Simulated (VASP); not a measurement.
# Rb (Rubidium): which input changes matter, part 2 of 3

Aim: change the input of a sound run on Rb (Rubidium) piece by piece and see what each change does. All runs use PBE. The start is a cell from a database of measured crystal structures.

VASP 6.6.1, plane waves and PAW; the level of theory is named at each step.

So far. Step 2 (Reference run): The pressure is 0.12 GPa and the largest force 0.000 eV/Å.

### Step 5. A single point (PBE), changed input, try 2

Level of this step: PBE; plane waves and PAW (Rb_sv) (VASP).

A single point gives energy, forces and stress at these settings. Some settings are moved from the usual, to see what they do.

The input, INCAR:

```
SYSTEM = Rb
PREC = Accurate
ENCUT = 400
EDIFF = 1E-06
NELM = 100
ISMEAR = -1
SIGMA = 0.05
LREAL = .FALSE.
ALGO = Normal
GGA = PE
NBANDS = 10
LORBIT = 11
LWAVE = .FALSE.
LCHARG = .FALSE.
KPAR = 2
ISIF = 2
KSPACING = 0.4
```

The input, POSCAR:

```
Rb
1.0
   -2.8035000000      2.8035000000      2.8035000000
    2.8035000000     -2.8035000000      2.8035000000
    2.8035000000      2.8035000000     -2.8035000000
Rb
1
Direct
    0.0000000000      0.0000000000      0.0000000000
```

Potentials, in the order of the species: Rb_sv (PBE family, release 64).

Launch:

```sh
mpirun -np 2 vasp_std
```

Log:

```text
[banner, memory and clock lines left out]
running    2 mpi-ranks, on    1 nodes
 distrk:  each k-point on    1 cores,    2 groups
 distr:  one band on    1 cores,    1 groups

 POSCAR found type information on POSCAR Rb
 POSCAR found :  1 types and       1 ions
 LDA part: xc-table for (Slater+PW92), standard interpolation
 INCAR ok, starting setup
 POSCAR ok, starting setup
 FFT: planning ... GRIDC
 FFT: planning ... GRID_SOFT
 FFT: planning ... GRID
 WAVECAR not read
 entering main loop
       N       E                     dE             d eps       ncg     rms          rms(c)
DAV:   1     0.378870901479E+02    0.37887E+02   -0.28811E+03   160   0.542E+02
DAV:   2     0.158707712800E+01   -0.36300E+02   -0.35686E+02   180   0.114E+02
DAV:   3    -0.795145903097E+00   -0.23822E+01   -0.23802E+01   214   0.297E+01
DAV:   4    -0.883854240401E+00   -0.88708E-01   -0.88687E-01   220   0.575E+00
DAV:   5    -0.884453955304E+00   -0.59971E-03   -0.59971E-03   202   0.531E-01    0.133E+00
DAV:   6    -0.885087755932E+00   -0.63380E-03   -0.19917E-03   216   0.249E-01    0.799E-01
DAV:   7    -0.886005766041E+00   -0.91801E-03   -0.30927E-03   194   0.310E-01    0.470E-02
DAV:   8    -0.886119594444E+00   -0.11383E-03   -0.93130E-05   182   0.734E-02    0.203E-02
DAV:   9    -0.886135721497E+00   -0.16127E-04   -0.16836E-05   208   0.296E-02    0.554E-03
DAV:  10    -0.886134886913E+00    0.83458E-06   -0.39274E-06   214   0.111E-02
   1 F= -.88613489E+00 E0= -.87298239E+00  d E =-.263050E-01
```

The job ended after 2 s (2 MPI ranks of AMD EPYC 9R45, shared host; peak memory 0.27 GiB; 2.9 s of CPU time).

Parts of OUTCAR (step 5):

```text
The static configuration has the point symmetry O_h .

 Found      8 irreducible k-points:

   k-points           NKPTS =      8   k-points in BZ     NKDIM =      8   number of bands    NBANDS=     10

   NELECT =       9.0000    total number of electrons

 E-fermi :   0.0753

 k-point     1 :       0.0000    0.0000    0.0000
  band No.  band energies     occupation
      1     -28.8004      2.00000
      2     -12.8399      2.00000
      3     -12.8399      2.00000
      4     -12.8399      2.00000
      5      -1.9296      2.00000
      6       3.7942      0.00000
      7       3.7942      0.00000
      8       3.7942      0.00000
      9       4.7490      0.00000
     10       4.7490      0.00000

 k-point     2 :       0.2500    0.0000    0.0000
  band No.  band energies     occupation
      1     -28.7979      2.00000
      2     -12.8941      2.00000
      3     -12.8577      2.00000
      4     -12.8399      2.00000
      5      -1.2021      2.00000
      6       2.5661      0.00000
      7       3.1151      0.00000
      8       4.4864      0.00000
      9       4.5711      0.00000
     10       4.6682      0.00000

  Total        0.1001280      0.1001280      0.1001280      0.0000000     -0.0000000     -0.0000000
  in kB        1.8201381      1.8201381      1.8201381      0.0000000     -0.0000000     -0.0000000
  external PRESSURE =       1.8201381 kB  Pullay stress =       0.0000000 kB

 POSITION                                       TOTAL-FORCE (eV/Angst)
 -----------------------------------------------------------------------------------
      0.00000      0.00000      0.00000         0.000000      0.000000     -0.000000
 -----------------------------------------------------------------------------------
    total drift:                                0.000000      0.000000     -0.000000

  FREE ENERGIE OF THE ION-ELECTRON SYSTEM (eV)
  ---------------------------------------------------
  free  energy   TOTEN  =        -0.8861348869 eV

  energy  without entropy=       -0.8598298876  energy(sigma->0) =       -0.87298239

 total charge
# of ion       s       p       d       tot
------------------------------------------
    1        1.964   5.326   0.006   7.295

[... 6 parts as in an earlier step ...]

[... 6 further parts left out ...]
```

The run converged; its settings lie outside those of the reference runs, so its numbers are set aside.

Against the sound run on this cell (reference run) the energy at zero smearing moves by +45.5 meV an atom and the pressure by +0.07 GPa.

Settings moved from the usual: KSPACING = 0.4.

The mesh holds 8 irreducible points against 16.

### Step 6. Full relaxation (PBE), changed input

Properties are meant for the cell that this level of theory prefers, so cell and atoms are relaxed first (ISIF = 3) until forces and stress are small; EDIFFG sets the threshold. Some settings are moved from the usual, to see what they do.

INCAR, as its differences from that of step 5:

```diff
@@ -15,3 +15,6 @@
 KPAR = 2
-ISIF = 2
-KSPACING = 0.4
+IBRION = 2
+NSW = 60
+ISIF = 3
+EDIFFG = -0.01
+PSTRESS = 20
```

POSCAR is that of step 5.

The input, KPOINTS:

```
Automatic mesh
0
Gamma
6 6 6
0 0 0
```

Launch:

```sh
mpirun -np 2 vasp_std
```

Log:

```text
[... set-up lines as in an earlier step ...]
 entering main loop
       N       E                     dE             d eps       ncg     rms          rms(c)
DAV:   1     0.411598663304E+02    0.41160E+02   -0.28984E+03   320   0.543E+02
DAV:   2     0.189327727195E+01   -0.39267E+02   -0.38627E+02   354   0.119E+02
DAV:   3    -0.783379407530E+00   -0.26767E+01   -0.26731E+01   458   0.303E+01
DAV:   4    -0.924043937371E+00   -0.14066E+00   -0.14061E+00   430   0.574E+00
DAV:   5    -0.924998138115E+00   -0.95420E-03   -0.95419E-03   450   0.560E-01    0.123E+00
DAV:   6    -0.925464140679E+00   -0.46600E-03   -0.18706E-03   414   0.245E-01    0.742E-01
DAV:   7    -0.926277238739E+00   -0.81310E-03   -0.32010E-03   380   0.315E-01    0.466E-02
DAV:   8    -0.926386559100E+00   -0.10932E-03   -0.13552E-04   354   0.902E-02    0.161E-02
DAV:   9    -0.926395279583E+00   -0.87205E-05   -0.81104E-06   434   0.212E-02    0.491E-03
DAV:  10    -0.926394933885E+00    0.34570E-06   -0.30147E-06   360   0.946E-03
   1 F= 0.17382899E+00 E0= 0.18172161E+00  d E =0.173829E+00
 curvature:   0.00 expect dE= 0.000E+00 dE for cont linesearch  0.000E+00
 trial: gam= 0.00000 g(F)=  0.101E-61 g(S)=  0.155E+00 ort = 0.000E+00 (trialstep = 0.100E+01)
 search vector abs. value=  0.155E+00
 bond charge predicted
       N       E                     dE             d eps       ncg     rms          rms(c)
DAV:   1    -0.226332838327E+01   -0.13369E+01   -0.31415E+01   324   0.349E+01    0.550E+00
DAV:   2    -0.115348582526E+01    0.11098E+01   -0.22795E+00   336   0.105E+01    0.254E+00
DAV:   3    -0.879818981598E+00    0.27367E+00   -0.14675E+00   480   0.630E+00    0.402E-01
DAV:   4    -0.887419749873E+00   -0.76008E-02   -0.24793E-02   352   0.118E+00    0.249E-01
DAV:   5    -0.895053330101E+00   -0.76336E-02   -0.10361E-02   502   0.823E-01    0.180E-01
DAV:   6    -0.894992796035E+00    0.60534E-04   -0.50734E-05   378   0.659E-02    0.195E-01
DAV:   7    -0.895061994806E+00   -0.69199E-04   -0.69998E-05   492   0.756E-02    0.175E-02
DAV:   8    -0.895064880684E+00   -0.28859E-05   -0.77246E-06   380   0.163E-02    0.108E-02
DAV:   9    -0.895065197756E+00   -0.31707E-06   -0.17748E-06   246   0.114E-02
   2 F= 0.48229420E-01 E0= 0.56248063E-01  d E =-.125600E+00
[...]
3 F= -.48054625E-03 E0= 0.78995522E-02  d E =-.174310E+00
[...]
4 F= -.43786567E-02 E0= 0.42109969E-02  d E =-.178208E+00
 curvature:  -0.99 expect dE=-0.548E-04 dE for cont linesearch -0.548E-04
 ZBRENT: bracketing found
 ZBRENT: interpolating
 opt :   2.0704  next Energy=    -0.004428 (dE=-0.178E+00)
 bond charge predicted
       N       E                     dE             d eps       ncg     rms          rms(c)
DAV:   1    -0.799660673489E+00   -0.82050E-02   -0.60954E-02   326   0.154E+00    0.234E-01
DAV:   2    -0.797721534458E+00    0.19391E-02   -0.50378E-03   356   0.469E-01    0.121E-01
DAV:   3    -0.797070214504E+00    0.65132E-03   -0.35181E-03   454   0.316E-01    0.277E-02
DAV:   4    -0.797077973663E+00   -0.77592E-05   -0.12604E-04   350   0.719E-02    0.143E-02
DAV:   5    -0.797083741285E+00   -0.57676E-05   -0.22360E-05   540   0.463E-02    0.102E-02
DAV:   6    -0.797082598980E+00    0.11423E-05   -0.39354E-07   194   0.568E-03    0.624E-03
DAV:   7    -0.797086022130E+00   -0.34231E-05   -0.14413E-06   210   0.128E-02    0.892E-04
DAV:   8    -0.797086007581E+00    0.14548E-07   -0.11341E-07   172   0.219E-03
   5 F= -.44171844E-02 E0= 0.41459295E-02  d E =-.178246E+00
 curvature:  -0.88 expect dE=-0.729E-05 dE for cont linesearch -0.729E-05
 trial: gam=-0.00724 g(F)=  0.117E-63 g(S)=  0.827E-05 ort = 0.113E-02 (trialstep = 0.121E+01)
 search vector abs. value=  0.540E-09
 reached required accuracy - stopping structural energy minimisation
```

Wall time 9.4 s (2 MPI ranks); peak memory 0.3 GiB; 18 s of CPU time.

Parts of OUTCAR (step 6):

```text
   NELECT =       9.0000    total number of electrons

 E-fermi :   1.0285

 k-point     1 :       0.0000    0.0000    0.0000
  band No.  band energies     occupation
      1     -27.8080      2.00000
      2     -11.7742      2.00000
      3     -11.7742      2.00000
      4     -11.7742      2.00000
      5      -1.4794      2.00000
      6       4.9686      0.00000
      7       4.9686      0.00000
      8       4.9686      0.00000
      9       6.1968      0.00000
     10       6.1968      0.00000

  Total        0.7851097      0.7851097      0.7851097     -0.0000000      0.0000000      0.0000000
  in kB       19.8092752     19.8092752     19.8092752     -0.0000000      0.0000000      0.0000000
  external PRESSURE =      -0.1907248 kB  Pullay stress =      20.0000000 kB

 POSITION                                       TOTAL-FORCE (eV/Angst)
 -----------------------------------------------------------------------------------
      0.00000      0.00000     -0.00000        -0.000000      0.000000      0.000000
 -----------------------------------------------------------------------------------
    total drift:                                0.000000      0.000000      0.000000

  FREE ENERGIE OF THE ION-ELECTRON SYSTEM (eV)
  ---------------------------------------------------
  free  energy   TOTEN  =        -0.7970860076 eV

  energy  without entropy=       -0.7799597797  energy(sigma->0) =       -0.78852289

 reached required accuracy - stopping structural energy minimisation

[... 7 parts as in an earlier step ...]

[... 10 further parts left out ...]
```

CONTCAR:

```
Rb
   1.00000000000000
    -2.5132602213551061    2.5132602213551061    2.5132602213551061
     2.5132602213551061   -2.5132602213551061    2.5132602213551061
     2.5132602213551061    2.5132602213551061   -2.5132602213551061
  Rb
     1
Direct
     0.0000000000000000    0.0000000000000000    0.0000000000000000
```

PSTRESS = 20 sets a target pressure of 2 GPa, a physical condition rather than a numerical setting. Under PSTRESS the energies of the steps are enthalpies, with the pressure-volume term. After so large a change of volume the plane waves of the start cell no longer fit, so the final stress carries a basis-set error. The run keeps the 48 symmetry operations of its start, so it cannot find a distortion of lower symmetry.

Step by step:

```
step  energy less that of the first step (eV)  largest force (eV/Å)  pressure (GPa)  volume (Å³)
   1                                   0.0000                0.0000            0.12        88.14
   2                                  -0.1256                0.0000            0.76        75.57
   3                                  -0.1743                0.0000            1.60        66.46
   4                                  -0.1782                0.0000            2.05        63.05
   5                                  -0.1782                0.0000            1.98        63.50
```

```
conventional cell, symmetrised  before  after   change
                         a (Å)   5.607  5.027  -10.4 %
                         b (Å)   5.607  5.027  -10.4 %
                         c (Å)   5.607  5.027  -10.4 %
              volume (Å³/atom)   88.14  63.50  -28.0 %
```

The relaxed structure:

```xyz
1
Lattice="-2.5133 2.5133 2.5133 2.5133 -2.5133 2.5133 2.5133 2.5133 -2.5133" Properties=species:S:1:pos:R:3 pbc="T T T"
Rb    0.0000    0.0000    0.0000
```

Numbers from this step:

- free energy (TOTEN): -0.7971 eV
- energy at zero smearing: -0.7885 eV
- enthalpy: -0.004417 eV
- Fermi energy: 1.028 eV
- pressure: 1.981 GPa
- SCF cycles over all ionic steps: 44

It ends with forces that vanish by symmetry and a pressure of 1.98 GPa.

### Step 7. Relaxing cell and atoms (PBE), changed input

This step: PBE, DFT+U; plane waves and PAW (Rb_sv) (VASP 6.6.1).

This run is made with a changed input; what comes of it follows.

INCAR, as its differences from that of step 6:

```diff
@@ -4,3 +4,3 @@
 EDIFF = 1E-06
-NELM = 100
+NELM = 74
 ISMEAR = -1
@@ -16,5 +16,8 @@
 IBRION = 2
-NSW = 60
+NSW = 30
 ISIF = 3
 EDIFFG = -0.01
-PSTRESS = 20
+LDAU = .TRUE.
+LDAUTYPE = 2
+LDAUL = 2 2 2 2 2
+LDAUU = 4
```

POSCAR is that of step 6.

KPOINTS is that of step 6.

Launch:

```sh
mpirun -np 2 vasp_std
```

Log:

```text
[... set-up lines as in an earlier step ...]
 entering main loop
       N       E                     dE             d eps       ncg     rms          rms(c)
DAV:   1     0.412206869049E+02    0.41221E+02   -0.28989E+03   320   0.543E+02
DAV:   2     0.184683798009E+01   -0.39374E+02   -0.38733E+02   350   0.120E+02
DAV:   3    -0.766011116500E+00   -0.26128E+01   -0.26096E+01   444   0.301E+01
DAV:   4    -0.914970168630E+00   -0.14896E+00   -0.14887E+00   460   0.589E+00
DAV:   5    -0.915987109556E+00   -0.10169E-02   -0.10169E-02   416   0.589E-01    0.126E+00
DAV:   6    -0.916407802876E+00   -0.42069E-03   -0.21126E-03   418   0.257E-01    0.757E-01
DAV:   7    -0.917209518291E+00   -0.80172E-03   -0.32942E-03   342   0.320E-01    0.499E-02
DAV:   8    -0.917323445231E+00   -0.11393E-03   -0.12962E-04   364   0.868E-02    0.217E-02
DAV:   9    -0.917335102071E+00   -0.11657E-04   -0.11989E-05   396   0.267E-02    0.505E-03
DAV:  10    -0.917334730574E+00    0.37150E-06   -0.37519E-06   370   0.108E-02
   1 F= -.91733473E+00 E0= -.90951241E+00  d E =-.917335E+00
 curvature:   0.00 expect dE= 0.000E+00 dE for cont linesearch  0.000E+00
 trial: gam= 0.00000 g(F)=  0.315E-63 g(S)=  0.102E-02 ort = 0.000E+00 (trialstep = 0.100E+01)
 search vector abs. value=  0.102E-02
 bond charge predicted
       N       E                     dE             d eps       ncg     rms          rms(c)
DAV:   1    -0.925806816266E+00   -0.84717E-02   -0.17964E-01   332   0.261E+00    0.401E-01
DAV:   2    -0.920146695530E+00    0.56601E-02   -0.14218E-02   352   0.783E-01    0.206E-01
DAV:   3    -0.918173003382E+00    0.19737E-02   -0.10056E-02   446   0.525E-01    0.445E-02
DAV:   4    -0.918193847927E+00   -0.20845E-04   -0.25061E-04   362   0.113E-01    0.243E-02
DAV:   5    -0.918222018331E+00   -0.28170E-04   -0.29723E-05   570   0.535E-02    0.142E-02
DAV:   6    -0.918220984115E+00    0.10342E-05   -0.39751E-06   452   0.137E-02    0.364E-03
DAV:   7    -0.918221736296E+00   -0.75218E-06   -0.17267E-07   172   0.428E-03
   2 F= -.91822174E+00 E0= -.91039923E+00  d E =-.887006E-03
 trial-energy change:   -0.000887  1 .order   -0.000890   -0.001022   -0.000758
 step:   3.8643(harm=  3.8643)  dis= 0.00000  next Energy=    -0.919310 (dE=-0.198E-02)
 bond charge predicted
       N       E                     dE             d eps       ncg     rms          rms(c)
DAV:   1    -0.979903691823E+00   -0.61683E-01   -0.14403E+00   328   0.737E+00    0.113E+00
DAV:   2    -0.935205257230E+00    0.44698E-01   -0.11456E-01   384   0.220E+00    0.591E-01
DAV:   3    -0.919039283755E+00    0.16166E-01   -0.84914E-02   450   0.151E+00    0.144E-01
DAV:   4    -0.919126656588E+00   -0.87373E-04   -0.16544E-03   362   0.319E-01    0.736E-02
DAV:   5    -0.919406891623E+00   -0.28024E-03   -0.34185E-04   568   0.190E-01    0.407E-02
DAV:   6    -0.919405113724E+00    0.17779E-05   -0.10269E-05   392   0.192E-02    0.680E-03
DAV:   7    -0.919408920951E+00   -0.38072E-05   -0.18677E-06   200   0.151E-02    0.700E-04
DAV:   8    -0.919408926865E+00   -0.59140E-08   -0.88845E-08   166   0.177E-03
   3 F= -.91940893E+00 E0= -.91158412E+00  d E =-.207420E-02
 curvature:  -1.93 expect dE=-0.103E-04 dE for cont linesearch -0.103E-04
 trial: gam=-0.06690 g(F)=  0.135E-62 g(S)=  0.531E-05 ort = 0.737E-04 (trialstep = 0.157E+01)
 search vector abs. value=  0.277E-07
 reached required accuracy - stopping structural energy minimisation
```

Elapsed: 5.8 s, on 2 MPI ranks; peak memory 0.29 GiB; 10 s of CPU time.

From OUTCAR (step 7):

```text
   NELECT =       9.0000    total number of electrons

 E-fermi :   0.0119

 k-point     1 :       0.0000    0.0000    0.0000
  band No.  band energies     occupation
      1     -28.9365      2.00000
      2     -12.9797      2.00000
      3     -12.9797      2.00000
      4     -12.9797      2.00000
      5      -1.9737      2.00000
      6       4.1068      0.00000
      7       4.1068      0.00000
      8       4.1068      0.00000
      9       5.0626      0.00000
     10       5.0626      0.00000

  Total        0.0060594      0.0060594      0.0060594      0.0000000      0.0000000     -0.0000000
  in kB        0.1051289      0.1051289      0.1051289      0.0000000      0.0000000     -0.0000000
  external PRESSURE =       0.1051289 kB  Pullay stress =       0.0000000 kB

 POSITION                                       TOTAL-FORCE (eV/Angst)
 -----------------------------------------------------------------------------------
      0.00000      0.00000      0.00000        -0.000000      0.000000      0.000000
 -----------------------------------------------------------------------------------
    total drift:                                0.000000      0.000000     -0.000000

  FREE ENERGIE OF THE ION-ELECTRON SYSTEM (eV)
  ---------------------------------------------------
  free  energy   TOTEN  =        -0.9194089269 eV

  energy  without entropy=       -0.9037593075  energy(sigma->0) =       -0.91158412

[... 8 parts as in an earlier step ...]

[... 10 further parts left out ...]
```

The run converged, but on settings that are not sound, so its numbers are not to be trusted.

With one species VASP reads the first entry and ignores the rest, so the run simply has U = 4 eV on its d states.

Settings moved from the usual: NELM = 74, NSW = 30, LDAU = True, LDAUTYPE = 2, LDAUL = 2 2 2 2 2 and LDAUU = 4.

(Part 2 of 3 ends here.)

[Lines on the potential files, build, host, timing and source positions are cut from VASP's logs without a mark.]

[Logs are printed without paths, hosts, clocks, repeated set-up lines and the standing remarks that a program may print on its own settings, such as how far it seeks lower states.]

[Hosts, paths, dates, database ids (printed as entryN), source tags and the programs' standing remarks are cut or masked in the printed files.]

[A measured line is paired with the nearest computed mode of its activity, which favours agreement.]
